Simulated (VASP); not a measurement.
Method: PBEsol GGA, VASP's PBE PAW potentials (set 64) (plane waves; VASP 6.6.1).

Input for VASP

File KPOINTS:
```
Regular mesh
0
Gamma
  11 11 11
```

INCAR:
```
SYSTEM = PtP
PREC = Accurate
ENCUT = 400
EDIFF = 1E-6
NELM = 100
ALGO = Normal
LREAL = .FALSE.
LASPH = .TRUE.
ISMEAR = 1
SIGMA = 0.1
GGA = PS
LMAXMIX = 6
LWAVE = .FALSE.
LCHARG = .FALSE.
IBRION = 2
ISIF = 3
NSW = 60
EDIFFG = -0.01
```

**POSCAR**
```
PtP
1
   -0.0000000000     2.6507123391     2.6507123391
    2.6507123391    -0.0000000000     2.6507123391
    2.6507123391     2.6507123391     0.0000000000
Pt P
1 1
Direct
  0.0000000000   0.0000000000   0.0000000000
  0.2500000000   0.2500000000   0.2500000000
```

POTCAR, in this order: Pt P (PBE.64 set). Program: vasp_std.

Output of the run:

File OSZICAR:
```
       N       E                     dE             d eps       ncg     rms          rms(c)
DAV:   1     0.469039474147E+02    0.46904E+02   -0.59339E+03  1352   0.923E+02
DAV:   2    -0.124394284835E+02   -0.59343E+02   -0.55130E+02  1404   0.193E+02
DAV:   3    -0.141614404547E+02   -0.17220E+01   -0.16890E+01  1492   0.333E+01
DAV:   4    -0.141794348797E+02   -0.17994E-01   -0.17982E-01  1451   0.388E+00
DAV:   5    -0.141797399305E+02   -0.30505E-03   -0.30488E-03  1512   0.478E-01    0.145E+01
DAV:   6    -0.134612173014E+02    0.71852E+00   -0.43796E+00  1328   0.203E+01    0.616E+00
DAV:   7    -0.133875046189E+02    0.73713E-01   -0.32215E-01  1295   0.619E+00    0.401E+00
DAV:   8    -0.133627768975E+02    0.24728E-01   -0.30356E-02  1402   0.150E+00    0.352E-01
DAV:   9    -0.133620740204E+02    0.70288E-03   -0.26354E-03  1397   0.482E-01    0.218E-01
DAV:  10    -0.133620976722E+02   -0.23652E-04   -0.38933E-04  1385   0.143E-01    0.417E-02
DAV:  11    -0.133620903805E+02    0.72917E-05   -0.14588E-05  1403   0.326E-02    0.160E-02
DAV:  12    -0.133620899695E+02    0.41093E-06   -0.26536E-06  1351   0.113E-02
   1 F= -.13362090E+02 E0= -.13361833E+02  d E =-.133621E+02
```

File OUTCAR:
```
------------------------ aborting loop because EDIFF is reached ----------------------------------------
  FORCE on cell =-STRESS in cart. coord.  units (eV):
  Direction    XX          YY          ZZ          XY          YZ          ZX
  --------------------------------------------------------------------------------------
  Total        0.0126955      0.0126955      0.0126955      0.0000000      0.0000000      0.0000000
  in kB        0.5460620      0.5460620      0.5460620      0.0000000      0.0000000      0.0000000
  external PRESSURE =       0.5460620 kB  Pullay stress =       0.0000000 kB
  volume of cell :       37.25
      direct lattice vectors                 reciprocal lattice vectors
     0.000000000  2.650712339  2.650712339    -0.188628541  0.188628541  0.188628541
     2.650712339  0.000000000  2.650712339     0.188628541 -0.188628541  0.188628541
     2.650712339  2.650712339  0.000000000     0.188628541  0.188628541 -0.188628541
 POSITION                                       TOTAL-FORCE (eV/Angst)
 -----------------------------------------------------------------------------------
      0.00000      0.00000      0.00000        -0.000000     -0.000000      0.000000
      1.32536      1.32536      1.32536         0.000000      0.000000     -0.000000
 -----------------------------------------------------------------------------------
    total drift:                               -0.000000     -0.000000     -0.000000
  FREE ENERGIE OF THE ION-ELECTRON SYSTEM (eV)
  ---------------------------------------------------
  free  energy   TOTEN  =       -13.3620899695 eV

  energy  without entropy=      -13.3613199981  energy(sigma->0) =      -13.36183331

 reached required accuracy - stopping structural energy minimisation
```
(Selected blocks of OUTCAR.)

The structure was generated: PtP was put into the zinc blende type (F-43m), which need not be its known phase. It was relaxed first, which changed the volume by -16 %. The start is the result of an earlier pass. The electron count is odd and the run is not spin-polarised, which forces a metal.
